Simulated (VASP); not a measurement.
# PN (Cmmm) in VASP: single point with PBE

Aim: the single point of PN with PBE.

All numbers are computed with VASP 6.6.1; they aren't measurements. Logs are shortened: lines on timing, memory, paths and dates and some standing lists are left out, and cuts for length are marked.

## (1) The crystal as given

Symmetry: Cmmm, No. 65, orthorhombic system. Conventional cell: a = 2.679 Å, b = 8.783 Å, c = 2.787 Å, α = 90.00°, β = 90.00°, γ = 90.00°. P (site symmetry m2m) has 2 P at 1.65 Å and 2 N at 1.65 Å as nearest neighbours. Around N (site symmetry m2m) lie 1 N at 1.65 Å and 2 P at 1.65 Å.

The cell was built by a generator and needn't be a form met in nature.

## (2) Single point, PBE

File INCAR:

```
  PREC = Accurate
  ENCUT = 520
  EDIFF = 1E-7
  ISMEAR = 0
  SIGMA = 0.1
  LREAL = False
  LASPH = True
  NELM = 60
  ALGO = Normal
  ISIF = 2
  LWAVE = False
  LCHARG = False
  GGA = PE
  NBANDS = 18
```

File KPOINTS:

```
regular mesh
0
Gamma
  6 6 6
```

File POSCAR:

```
PN
1.0
    1.3396219000     -4.3915291500      0.0000000000
    1.3396219000      4.3915291500      0.0000000000
    0.0000000000      0.0000000000      2.7867909100
P N
2 2
Direct
    0.1949989000      0.8050011000      0.0000000000
    0.8050011000      0.1949989000      0.0000000000
    0.0940261200      0.9059738800      0.5000000000
    0.9059738800      0.0940261200      0.5000000000
```

Potentials or basis: VASP PAW PBE potentials, release 64 (P, N).

On the command line:

```sh
$ cat potpaw_PBE.64/P/POTCAR potpaw_PBE.64/N/POTCAR > POTCAR
$ mpirun -np 1 vasp_std > vasp.out
```

OUTCAR:

```text
PREC = Accurate
   ENCUT = 520
   EDIFF = 1E-7
   ISMEAR = 0
   LREAL = False
   LASPH = True
   NELM = 60
   ISIF = 2
   GGA = PE

 ion  position               nearest neighbor table
   1  0.195  0.805  0.000-   2 1.65   2 1.65   3 1.65   3 1.65
   2  0.805  0.195  0.000-   1 1.65   1 1.65   4 1.65   4 1.65
   3  0.094  0.906  0.500-   4 1.65   1 1.65   1 1.65
   4  0.906  0.094  0.500-   3 1.65   2 1.65   2 1.65

  LATTYP: Found a base centered orthorhombic cell.
 ALAT       =     2.6792438000
 B/A-ratio  =     3.2781855462
 C/A-ratio  =     1.0401408450

  Lattice vectors:

 A1 = (   1.3396219000,  -4.3915291500,   0.0000000000)
 A2 = (   1.3396219000,   4.3915291500,   0.0000000000)
 A3 = (   0.0000000000,   0.0000000000,   2.7867909100)

Analysis of symmetry for initial positions (statically):
=====================================================================
 Subroutine PRICEL returns:
 Original cell was already a primitive cell.

 Routine SETGRP: Setting up the symmetry group for a
 base centered orthorhombic supercell.

 Subroutine GETGRP returns: Found  8 space group operations
 (whereof  8 operations were pure point group operations)
 out of a pool of  8 trial point group operations.

The static configuration has the point symmetry D_2h.

Analysis of symmetry for dynamics (positions and initial velocities):
=====================================================================
 Subroutine PRICEL returns:
 Original cell was already a primitive cell.

 Routine SETGRP: Setting up the symmetry group for a
 base centered orthorhombic supercell.

 Subroutine GETGRP returns: Found  8 space group operations
 (whereof  8 operations were pure point group operations)
 out of a pool of  8 trial point group operations.

The dynamic configuration has the point symmetry D_2h.

 Subroutine INISYM returns: Found  8 space group operations
 (whereof  8 operations are pure point group operations),
 and found     1 'primitive' translations

----------------------------------------------------------------------------------------

                                     Primitive cell

  volume of cell :      32.7893

  direct lattice vectors                    reciprocal lattice vectors
     1.339621900 -4.391529150  0.000000000     0.373239643 -0.113855558  0.000000000
     1.339621900  4.391529150  0.000000000     0.373239643  0.113855558  0.000000000
     0.000000000  0.000000000  2.786790910     0.000000000  0.000000000  0.358835676

  length of vectors
     4.591308649  4.591308649  2.786790910     0.390219066  0.390219066  0.358835676

  position of ions in fractional coordinates (direct lattice)
     0.194998900  0.805001100  0.000000000
     0.805001100  0.194998900  0.000000000
     0.094026120  0.905973880  0.500000000
     0.905973880  0.094026120  0.500000000

  ion indices of the primitive-cell ions
   primitive index   ion index
                 1           1
                 2           2
                 3           3
                 4           4

----------------------------------------------------------------------------------------

 KPOINTS: regular mesh

Automatic generation of k-mesh.
 Grid dimensions read from file:
 generate k-points for:    6    6    6

 Generating k-lattice:

  Cartesian coordinates                     Fractional coordinates (reciprocal lattice)
     0.062206607 -0.018975926  0.000000000     0.166666667  0.000000000  0.000000000
     0.062206607  0.018975926  0.000000000     0.000000000  0.166666667  0.000000000
     0.000000000  0.000000000  0.059805946     0.000000000  0.000000000  0.166666667

  Length of vectors
     0.065036511  0.065036511  0.059805946

  Shift w.r.t. Gamma in fractional coordinates (k-lattice)
     0.000000000  0.000000000  0.000000000

 Subroutine IBZKPT returns following result:
 ===========================================

 Found     52 irreducible k-points:

 Following reciprocal coordinates:
            Coordinates               Weight
  0.000000  0.000000  0.000000      1.000000
  0.166667  0.000000  0.000000      4.000000
  0.333333  0.000000  0.000000      4.000000
  0.500000  0.000000  0.000000      2.000000
  0.166667  0.166667  0.000000      2.000000
  0.333333  0.166667  0.000000      4.000000
[... 16 lines left out ...]
  0.333333  0.333333  0.166667      4.000000
  0.500000  0.333333  0.166667      8.000000
 [... further k-points ...]
   k-points           NKPTS =     52   k-points in BZ     NKDIM =     52   number of bands    NBANDS=     18
   number of dos      NEDOS =    301   number of ions     NIONS =      4
   total plane-waves  NPLWV =  31104
   dimension x,y,z NGX =    36 NGY =   36 NGZ =   24
   dimension x,y,z NGXF=    72 NGYF=   72 NGZF=   48
   ions per type =               2   2
   NGX,Y,Z   is equivalent  to a cutoff of  13.04, 13.04, 14.32 a.u.
   NGXF,Y,Z  is equivalent  to a cutoff of  26.07, 26.07, 28.63 a.u.
 SYSTEM =  unknown system
   PREC   = accura    normal or accurate (medium, high low for compatibility)
   ISTART =      0    job   : 0-new  1-cont  2-samecut
   ICHARG =      2    charge: 1-file 2-atom 10-const
   ISPIN  =      1    spin polarized calculation?
   LNONCOLLINEAR =      F non collinear calculations
   LSORBIT =      F    spin-orbit coupling
   LASPH  =      T    aspherical Exc in radial PAW
   ENCUT  =  520.0 eV  38.22 Ry    6.18 a.u.   8.54  8.54  5.18*2*pi/ulx,y,z
   NELM   =     60;   NELMIN=  2; NELMDL= -5     # of ELM steps
   EDIFF  = 0.1E-06   stopping-criterion for ELM
   LREAL  =      F    real-space projection
   EDIFFG = 0.1E-05   stopping-criterion for IOM
   NSW    =      0    number of steps for IOM
   IBRION =     -1    ionic relax: 0-MD 1-quasi-New 2-CG
   NFREE  =      0    steps in history (QN), initial steepest desc. (CG)
   ISIF   =      2    stress and relaxation
   ISYM   =      2    0-nonsym 1-usesym 2-fastsym
   POTIM  = 0.5000    time-step for ionic-motion
   TEBEG  =    0.0;   TEEND  =   0.0 temperature during run
   PSTRESS=    0.0 pullay stress
   NELECT =      20.0000    total number of electrons
   NUPDOWN=      -1.0000    fix difference up-down
   EMIN   =  10.00;   EMAX   =-10.00  energy-range for DOS
   EFERMI =   0.00;   METHOD = LEGACY
   ISMEAR =     0;   SIGMA  =   0.10  broadening in eV -4-tet -1-fermi 0-gaus
   EFERMI_NEDOS =   21; number of points for ismear=-14 and -15
   IALGO  =     38    algorithm
   IMIX   =      4    mixing-type and parameters
     AMIX     =   0.40;   BMIX     =  1.00
     AMIX_MAG =   1.60;   BMIX_MAG =  1.00
  volume/ion in A,a.u.               =       8.20        55.32
  Fermi-wavevector in a.u.,A,eV,Ry     =   1.388377  2.623652 26.226458  1.927590
  Thomas-Fermi vector in A             =   2.512509
   LORBIT       =      0    0 simple, 1 ext, 2 COOP (PROOUT), +10 PAW based schemes
   GGA     = PE    functional components
   LHFCALC =     F    Hartree Fock is set to
   AEXX    =    0.0000 exact exchange contribution
   IVDW    =     0    specifies the selected vdW correction
   LEPSILON=     F    determine dielectric tensor
   LRPA    =     F    only Hartree local field effects (RPA)
 non-spin polarized calculation
 Gauss-broadening in eV      SIGMA  =   0.10
  energy-cutoff  :      520.00
  volume of cell :       32.79
 maximum number of plane-waves:       896
 NGX is ok and might be reduce to    36
   NGX = 17   NGY = 17   NGZ = 11

 number of electron      20.0000003 magnetization

 Free energy of the ion-electron system (eV)
  ---------------------------------------------------
  ext. energy  EPLUGINS =         0.00000000
  ---------------------------------------------------
  free energy    TOTEN  =       -14.89998779 eV

  energy without entropy =      -14.89465284  energy(sigma->0) =      -14.89732031

 E-fermi :  12.7507     XC(G=0): -12.4709

 val. band max:       12.7381505938   @ k =   0.0000   0.0000   0.1667
 cond. band min:      12.7527369138   @ k =   0.1667   0.0000   0.1667
 fundamental gap:      0.0145863200
 Fermi energy:        12.7507290690

 k-point     1 :       0.0000    0.0000    0.0000
  band No.  band energies     occupation
      1     -11.0436      2.00000
      2      -5.9367      2.00000
      3      -3.3694      2.00000
      4       3.3337      2.00000
      5       5.5978      2.00000
      6       6.0002      2.00000
[... 10 lines left out ...]
     17      23.8810      0.00000
     18      24.2054      0.00000

 k-point     2 :       0.1667    0.0000    0.0000
  band No.  band energies     occupation
      1     -10.5961      2.00000
      2      -6.0057      2.00000
      3      -2.8595      2.00000
      4       3.2883      2.00000
      5       3.6095      2.00000
      6       5.2876      2.00000
[... 10 lines left out ...]
     17      23.0374      0.00000
     18      24.9431      0.00000

 k-point     3 :       0.3333    0.0000    0.0000
  band No.  band energies     occupation
      1      -9.3729      2.00000
      2      -6.2316      2.00000
      3      -2.0179      2.00000
      4       0.3077      2.00000
      5       4.2853      2.00000
      6       4.4757      2.00000
[... 10 lines left out ...]
     17      23.9145      0.00000
     18      24.8157      0.00000

 k-point     4 :       0.5000    0.0000    0.0000
  band No.  band energies     occupation
      1      -8.2399      2.00000
      2      -6.7734      2.00000
      3      -1.9945      2.00000
      4      -0.5396      2.00000
      5       4.3238      2.00000
      6       4.7552      2.00000
[... 375 lines left out ...]
      4       1.6438      2.00000
      5       3.8164      2.00000
      6       5.9965      2.00000
[... 10 lines left out ...]
     17      23.1510      0.00000
     18      25.7584      0.00000

 k-point    23 :       0.3333    0.3333    0.1667
  band No.  band energies     occupation
      1      -8.0769      2.00000
      2      -7.5410      2.00000
      3      -0.2085      2.00000
      4      -0.0928      2.00000
      5       3.0881      2.00000
      6       4.1029      2.00000
[... 10 lines left out ...]
     17      23.1998      0.00000
     18      25.3749      0.00000

 k-point    24 :       0.5000    0.3333    0.1667
  band No.  band energies     occupation
      1      -9.4527      2.00000
      2      -7.7305      2.00000
      3      -0.6639      2.00000
      4       2.7668      2.00000
      5       2.8976      2.00000
      6       3.6810      2.00000
[... 10 lines left out ...]
     17      22.8933      0.00000
     18      24.6253      0.00000

 [... further k-points ...]

------------------------ aborting loop because EDIFF is reached ----------------------------------------

  FORCE on cell =-STRESS in cart. coord.  units (eV):
  Direction    XX          YY          ZZ          XY          YZ          ZX
  --------------------------------------------------------------------------------------
  -------------------------------------------------------------------------------------
  Total       57.7309264     37.7101668      3.4031223     -0.0000000      0.0000000      0.0000000
  in kB     2820.8936905   1842.6236704    166.2860237     -0.0000000      0.0000000      0.0000000
  external PRESSURE =    1609.9344615 kB  Pullay stress =       0.0000000 kB

 VOLUME and BASIS-vectors are now :
 -----------------------------------------------------------------------------
  energy-cutoff  :      520.00
  volume of cell :       32.79
      direct lattice vectors                 reciprocal lattice vectors
     1.339621900 -4.391529150  0.000000000     0.373239643 -0.113855558  0.000000000
     1.339621900  4.391529150  0.000000000     0.373239643  0.113855558  0.000000000
     0.000000000  0.000000000  2.786790910     0.000000000  0.000000000  0.358835676

 POSITION                                       TOTAL-FORCE (eV/Angst)
 -----------------------------------------------------------------------------------
      1.33962      2.67884      0.00000         0.000000     23.644757     -0.000000
      1.33962     -2.67884      0.00000         0.000000    -23.644757     -0.000000
      1.33962      3.56569      1.39340         0.000000      0.115124      0.000000
      1.33962     -3.56569      1.39340         0.000000     -0.115124     -0.000000
 -----------------------------------------------------------------------------------
    total drift:                                0.000000      0.000000      0.000000

  FREE ENERGIE OF THE ION-ELECTRON SYSTEM (eV)
  ---------------------------------------------------
  free  energy   TOTEN  =       -14.8999877916 eV

  energy  without entropy=      -14.8946528367  energy(sigma->0) =      -14.89732031
```

It took 27 s on 1 thread of Intel Xeon Platinum 8488C (Sapphire Rapids), shared host; peak memory 0.18 GiB.

What came out:

```yaml
Free_energy: -14.9000 eV
Pressure: 161.0 GPa
Largest_force: 23.645 eV/Å
Band_gap_on_the_k_mesh: none (metal or under the smearing width)
```

Forces in eV/Å, atoms in the order of the input:
```
P     0.000  23.645   0.000
P     0.000 -23.645   0.000
N     0.000   0.115   0.000
N     0.000  -0.115   0.000
```

Caveat: the k mesh is coarse (spacing up to 0.41 Å⁻¹), so the values aren't converged; a pressure of tens of GPa on the cell as given is suspect, and the run, the potentials or the cell itself is likely at fault; forces of over 1 eV/Å show positions far from the minimum, so gaps and moduli don't describe the material at rest.
